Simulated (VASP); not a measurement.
These are PBEsol GGA, VASP's PBE PAW potentials (set 64) (plane waves; VASP 6.6.1) values and carry that method's errors.

The input files of a VASP run:

### POSCAR
```
CuF
1
    3.1356677750     0.0000000000     0.0000000000
   -1.5678338874     2.7155679248     0.0000000000
    0.0000000000     0.0000000000     5.3221239064
Cu F
2 2
Direct
  0.0000000000   0.0000000000   0.0000000000
  0.0000000000   0.0000000000   0.5000000000
  0.3333330000   0.6666670000   0.2500000000
  0.6666670000   0.3333330000   0.7500000000
```

KPOINTS:
```
Automatic
0
gamma
  11 11 6
```

**INCAR**
```
# general
SYSTEM  = CuF
PREC    = Accurate
ENCUT   = 620
LREAL   = .FALSE.
LASPH   = .TRUE.

# electronic loop
EDIFF   = 1E-6
NELM    = 100
ALGO    = Normal
LMAXMIX = 4

# smearing
ISMEAR  = 1
SIGMA   = 0.1

# functional
GGA     = PS

# ions
IBRION  = 2
NSW     = 40
ISIF    = 3
EDIFFG  = -0.02
PSTRESS = 50

# output
LWAVE   = .FALSE.
LCHARG  = .FALSE.
```

POTCAR, in this order: Cu F (PBE.64 set). Program: vasp_std.

The run wrote:

File OUTCAR:
```
 ion  position               nearest neighbor table
   1  0.000  0.000  0.000-   3 2.25   4 2.25   3 2.25   4 2.25   4 2.25   3 2.25   2 2.66   2 2.66
  LATTYP: Found a hexagonal cell.
 ALAT       =     3.1356677750
 C/A-ratio  =     1.6972856464
 Subroutine PRICEL returns:
 Original cell was already a primitive cell.
 Subroutine GETGRP returns: Found 24 space group operations
The static configuration has the point symmetry D_3d.
 The point group associated with its full space group is D_6h.
The dynamic configuration has the point symmetry D_3d.
 Subroutine INISYM returns: Found 24 space group operations
 Subroutine IBZKPT returns following result:
 Found     64 irreducible k-points:

 Following reciprocal coordinates:
            Coordinates               Weight
  0.000000  0.000000  0.000000      1.000000
  0.090909  0.000000  0.000000      6.000000
  0.181818  0.000000  0.000000      6.000000
  0.272727  0.000000  0.000000      6.000000
  0.363636  0.000000  0.000000      6.000000
  0.454545  0.000000  0.000000      6.000000
  0.090909  0.090909  0.000000      6.000000
  0.181818  0.090909  0.000000     12.000000
  0.272727  0.090909  0.000000     12.000000
  0.363636  0.090909  0.000000     12.000000
  0.454545  0.090909  0.000000      6.000000
  0.181818  0.181818  0.000000      6.000000
  0.272727  0.181818  0.000000     12.000000
  0.363636  0.181818  0.000000     12.000000
  0.272727  0.272727  0.000000      6.000000
  0.363636  0.272727  0.000000      6.000000
  0.000000  0.000000  0.166667      2.000000
  0.090909  0.000000  0.166667     12.000000
  0.181818  0.000000  0.166667     12.000000
  0.272727  0.000000  0.166667     12.000000
  0.363636  0.000000  0.166667     12.000000
  0.454545  0.000000  0.166667     12.000000
  0.090909  0.090909  0.166667     12.000000
...
```

**OSZICAR**
```
...
DAV:   3    -0.154262667717E+02    0.13421E-03   -0.96018E-04  3658   0.701E-01    0.370E-02
DAV:   4    -0.154262517668E+02    0.15005E-04   -0.34428E-05  3934   0.126E-01    0.167E-02
DAV:   5    -0.154262473993E+02    0.43675E-05   -0.96194E-06  3604   0.629E-02    0.486E-03
DAV:   6    -0.154262470458E+02    0.35346E-06   -0.20198E-06  1768   0.306E-02
   4 F= -.14074378E+02 E0= -.14074142E+02  d E =-.342022E-01
       N       E                     dE             d eps       ncg     rms          rms(c)
DAV:   1    -0.154283779823E+02   -0.21306E-02   -0.98437E-02  2920   0.306E+00    0.339E-01
DAV:   2    -0.154271391043E+02    0.12389E-02   -0.40370E-03  3806   0.122E+00    0.199E-01
DAV:   3    -0.154266698851E+02    0.46922E-03   -0.17041E-03  3910   0.954E-01    0.121E-01
DAV:   4    -0.154264223096E+02    0.24758E-03   -0.54741E-04  4014   0.521E-01    0.105E-02
DAV:   5    -0.154264274937E+02   -0.51841E-05   -0.59930E-05  3636   0.861E-02    0.693E-03
DAV:   6    -0.154264279641E+02   -0.47041E-06   -0.68314E-06  3054   0.491E-02
   5 F= -.14075183E+02 E0= -.14074946E+02  d E =-.805664E-03
       N       E                     dE             d eps       ncg     rms          rms(c)
DAV:   1    -0.154447659494E+02   -0.18338E-01   -0.88262E-01  2944   0.913E+00    0.102E+00
DAV:   2    -0.154334899772E+02    0.11276E-01   -0.35535E-02  3832   0.357E+00    0.593E-01
DAV:   3    -0.154292544465E+02    0.42355E-02   -0.14764E-02  3892   0.281E+00    0.355E-01
DAV:   4    -0.154271346221E+02    0.21198E-02   -0.48342E-03  4002   0.155E+00    0.314E-02
DAV:   5    -0.154271786582E+02   -0.44036E-04   -0.51628E-04  3646   0.249E-01    0.206E-02
DAV:   6    -0.154271828553E+02   -0.41971E-05   -0.63373E-05  4478   0.144E-01    0.205E-02
DAV:   7    -0.154271768072E+02    0.60480E-05   -0.12474E-05  3938   0.658E-02    0.771E-03
DAV:   8    -0.154271758865E+02    0.92072E-06   -0.33774E-06  2686   0.289E-02
   6 F= -.14077878E+02 E0= -.14077641E+02  d E =-.350015E-02
       N       E                     dE             d eps       ncg     rms          rms(c)
DAV:   1    -0.155003533980E+02   -0.73177E-01   -0.35044E+00  2912   0.182E+01    0.204E+00
DAV:   2    -0.154546773862E+02    0.45676E-01   -0.14442E-01  3922   0.704E+00    0.118E+00
DAV:   3    -0.154377110464E+02    0.16966E-01   -0.56938E-02  3928   0.554E+00    0.692E-01
DAV:   4    -0.154296722604E+02    0.80388E-02   -0.18600E-02  4010   0.304E+00    0.630E-02
DAV:   5    -0.154298297108E+02   -0.15745E-03   -0.18677E-03  3634   0.460E-01    0.401E-02
DAV:   6    -0.154298476533E+02   -0.17943E-04   -0.24334E-04  4524   0.274E-01    0.401E-02
DAV:   7    -0.154298235058E+02    0.24147E-04   -0.50575E-05  4474   0.130E-01    0.139E-02
DAV:   8    -0.154298210623E+02    0.24435E-05   -0.17183E-05  4176   0.511E-02    0.112E-03
DAV:   9    -0.154298212263E+02   -0.16400E-06   -0.90551E-07  1596   0.940E-03
   7 F= -.14084738E+02 E0= -.14084504E+02  d E =-.103609E-01
       N       E                     dE             d eps       ncg     rms          rms(c)
DAV:   1    -0.157288658348E+02   -0.29904E+00   -0.13844E+01  2900   0.359E+01    0.414E+00
DAV:   2    -0.155402192164E+02    0.18865E+00   -0.62372E-01  4036   0.143E+01    0.236E+00
DAV:   3    -0.154732592864E+02    0.66960E-01   -0.23622E-01  3968   0.114E+01    0.140E+00
DAV:   4    -0.154408401960E+02    0.32419E-01   -0.70419E-02  3992   0.601E+00    0.141E-01
DAV:   5    -0.154413641790E+02   -0.52398E-03   -0.70033E-03  3640   0.887E-01    0.792E-02
DAV:   6    -0.154414387553E+02   -0.74576E-04   -0.96928E-04  4484   0.541E-01    0.792E-02
DAV:   7    -0.154413397777E+02    0.98978E-04   -0.21024E-04  4360   0.265E-01    0.253E-02
DAV:   8    -0.154413322535E+02    0.75242E-05   -0.62564E-05  4326   0.947E-02    0.208E-03
DAV:   9    -0.154413325737E+02   -0.32017E-06   -0.26865E-06  2436   0.157E-02
   8 F= -.14105942E+02 E0= -.14105724E+02  d E =-.315648E-01
       N       E                     dE             d eps       ncg     rms          rms(c)
DAV:   1    -0.167207194951E+02   -0.12794E+01   -0.54402E+01  2894   0.709E+01    0.868E+00
DAV:   2    -0.159127083946E+02    0.80801E+00   -0.32119E+00  4116   0.321E+01    0.483E+00
DAV:   3    -0.156376558213E+02    0.27505E+00   -0.11879E+00  4000   0.263E+01    0.302E+00
DAV:   4    -0.154916013421E+02    0.14605E+00   -0.25518E-01  4040   0.116E+01    0.402E-01
DAV:   5    -0.154924197950E+02   -0.81845E-03   -0.29095E-02  3902   0.195E+00    0.169E-01
DAV:   6    -0.154928169049E+02   -0.39711E-03   -0.53988E-03  4184   0.144E+00    0.183E-01
DAV:   7    -0.154922239543E+02    0.59295E-03   -0.13883E-03  4326   0.807E-01    0.398E-02
DAV:   8    -0.154922169961E+02    0.69583E-05   -0.24665E-04  4206   0.162E-01    0.440E-03
DAV:   9    -0.154922172970E+02   -0.30088E-06   -0.71266E-06  3360   0.302E-02
   9 F= -.14181043E+02 E0= -.14180778E+02  d E =-.106665E+00
       N       E                     dE             d eps       ncg     rms          rms(c)
DAV:   1    -0.215051268660E+02   -0.60129E+01   -0.21645E+02  3020   0.142E+02    0.193E+01
DAV:   2    -0.174347160732E+02    0.40704E+01   -0.17422E+01  3906   0.787E+01    0.986E+00
DAV:   3    -0.161422075499E+02    0.12925E+01   -0.50748E+00  3908   0.690E+01    0.601E+00
DAV:   4    -0.156102166347E+02    0.53199E+00   -0.80155E-01  4268   0.189E+01    0.108E+00
DAV:   5    -0.156033544893E+02    0.68621E-02   -0.11321E-01  4282   0.411E+00    0.419E-01
DAV:   6    -0.156027724805E+02    0.58201E-03   -0.21716E-02  4026   0.320E+00    0.264E-01
DAV:   7    -0.156016468771E+02    0.11256E-02   -0.32425E-03  4306   0.136E+00    0.827E-02
DAV:   8    -0.156016022351E+02    0.44642E-04   -0.86264E-04  4198   0.324E-01    0.842E-03
DAV:   9    -0.156016033088E+02   -0.10737E-05   -0.31186E-05  3798   0.670E-02    0.433E-03
DAV:  10    -0.156016033024E+02    0.63783E-08   -0.49306E-07  1780   0.110E-02
  10 F= -.14356443E+02 E0= -.14356822E+02  d E =-.282066E+00
       N       E                     dE             d eps       ncg     rms          rms(c)
DAV:   1    -0.164326978325E+02   -0.83109E+00   -0.27459E+01  3418   0.576E+01    0.737E+00
DAV:   2    -0.158046454826E+02    0.62805E+00   -0.32557E+00  3640   0.374E+01    0.357E+00
DAV:   3    -0.156234175042E+02    0.18123E+00   -0.79635E-01  3988   0.259E+01    0.215E+00
DAV:   4    -0.155558612850E+02    0.67556E-01   -0.92049E-02  4242   0.704E+00    0.534E-01
DAV:   5    -0.155527659336E+02    0.30954E-02   -0.18553E-02  4336   0.174E+00    0.164E-01
DAV:   6    -0.155525962925E+02    0.16964E-03   -0.31118E-03  3982   0.116E+00    0.902E-02
DAV:   7    -0.155524740256E+02    0.12227E-03   -0.43591E-04  4358   0.524E-01    0.230E-02
DAV:   8    -0.155524739352E+02    0.90375E-07   -0.10064E-04  3712   0.976E-02    0.290E-03
DAV:   9    -0.155524738335E+02    0.10170E-06   -0.14488E-06  2038   0.181E-02
  11 F= -.14334696E+02 E0= -.14335096E+02  d E =-.260319E+00
       N       E                     dE             d eps       ncg     rms          rms(c)
DAV:   1    -0.161697012449E+02   -0.61723E+00   -0.18055E+01  3608   0.515E+01    0.581E+00
DAV:   2    -0.157406940451E+02    0.42901E+00   -0.20143E+00  3730   0.296E+01    0.270E+00
DAV:   3    -0.156416772835E+02    0.99017E-01   -0.45153E-01  4002   0.167E+01    0.165E+00
DAV:   4    -0.156002672491E+02    0.41410E-01   -0.58482E-02  4212   0.617E+00    0.425E-01
DAV:   5    -0.155981431039E+02    0.21241E-02   -0.12483E-02  4216   0.133E+00    0.121E-01
DAV:   6    -0.155980901083E+02    0.52996E-04   -0.18866E-03  3984   0.820E-01    0.740E-02
DAV:   7    -0.155979999409E+02    0.90167E-04   -0.28806E-04  4454   0.374E-01    0.138E-02
DAV:   8    -0.155980019368E+02   -0.19959E-05   -0.45608E-05  3910   0.704E-02    0.173E-03
DAV:   9    -0.155980020965E+02   -0.15965E-06   -0.59782E-07  1758   0.131E-02
  12 F= -.14358275E+02 E0= -.14358669E+02  d E =-.283897E+00
```

OUTCAR:
```
------------------------ aborting loop because EDIFF is reached ----------------------------------------
  FORCE on cell =-STRESS in cart. coord.  units (eV):
  Direction    XX          YY          ZZ          XY          YZ          ZX
  --------------------------------------------------------------------------------------
  Total        1.2406314      1.2406313      1.3140858      0.0000000     -0.0000000      0.0000000
  in kB       50.0364611     50.0364570     52.9989827      0.0000000     -0.0000000      0.0000000
  external PRESSURE =       1.0239670 kB  Pullay stress =      50.0000000 kB
  volume of cell :       39.73
      direct lattice vectors                 reciprocal lattice vectors
     2.672099986  0.000000000 -0.000000000     0.374237493  0.216066126 -0.000000000
    -1.336049993  2.314106374  0.000000000    -0.000000000  0.432132252 -0.000000000
     0.000000000  0.000000000  6.424372972     0.000000000 -0.000000000  0.155657214
 POSITION                                       TOTAL-FORCE (eV/Angst)
 -----------------------------------------------------------------------------------
      0.00000      0.00000      0.00000        -0.000000     -0.000000      0.000000
      0.00000      0.00000      3.21219        -0.000000     -0.000000      0.000000
     -0.00000      1.54274      1.60609        -0.000000      0.000000      0.000000
      1.33605      0.77137      4.81828         0.000000     -0.000000     -0.000000
 -----------------------------------------------------------------------------------
    total drift:                               -0.000000      0.000000      0.000000
  FREE ENERGIE OF THE ION-ELECTRON SYSTEM (eV)
  ---------------------------------------------------
  free  energy   TOTEN  =       -15.5980020965 eV

  energy  without entropy=      -15.5991844286  energy(sigma->0) =      -15.59839621
  enthalpy is  TOTEN    =       -14.3582747199 eV   P V=        1.2397273766

 reached required accuracy - stopping structural energy minimisation
```
(Selected blocks of OUTCAR.)

**CONTCAR**
```
CuF
   1.00000000000000
     2.6720999863715758    0.0000000001608731   -0.0000000000000000
    -1.3360499929612508    2.3141063743180501    0.0000000000000000
     0.0000000000000001    0.0000000000000001    6.4243729724976264
  Cu              F
     2     2
Direct
     0.0000000000000000    0.0000000000000000    0.0000000000000000
     0.0000000000000000    0.0000000000000000    0.5000000000000000
     0.3333330000000032    0.6666669999999968    0.2500000000000000
     0.6666669999999968    0.3333330000000032    0.7500000000000000
```

Energy and stress use the plane-wave basis of the starting cell.

The structure was generated: CuF was put into the NiAs type type (P6_3/mmc), which need not be its known phase. This run relaxes it under an external pressure of 5 GPa. Symmetry was kept, so distortions that lower it aren't found.
